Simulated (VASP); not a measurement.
Consider the following.

```yaml
crystal:
  lattice:
    - [0.00000, 2.46656, 2.46656]
    - [2.46656, 0.00000, 2.46656]
    - [2.46656, 2.46656, 0.00000]
  atoms:
    - { symbol: Be, position: [0.00000, 0.00000, 0.00000] }
    - { symbol: S, position: [0.75000, 0.75000, 0.75000] }
```

Computed with PBE GGA, VASP's PBE PAW potentials (set 64) (plane waves; VASP). Run with 300 eV cut-off, 8×8×8 Γ-centred mesh, Gaussian smearing of 0.010 eV, potentials Be S.

At this cut-off the stress carries a Pulay error, which pulls relaxed volumes low.

### Question
What does the run give for the energy per atom (σ→0), pressure, band gap (on the k-mesh) with the smallest direct gap where there is one?

### Answer

```yaml
band gap (on the k-mesh): 3.22 eV
smallest direct gap (on the k-mesh): 5.46 eV
energy per atom (σ→0): -4.999 eV/atom
pressure: -3.20 GPa
```

Total energies compare only between runs with the same potentials, cut-off and functional.

The structure comes from a computed database's BeS entry; how it stands against other phases isn't given here. The cell was not relaxed at this level.
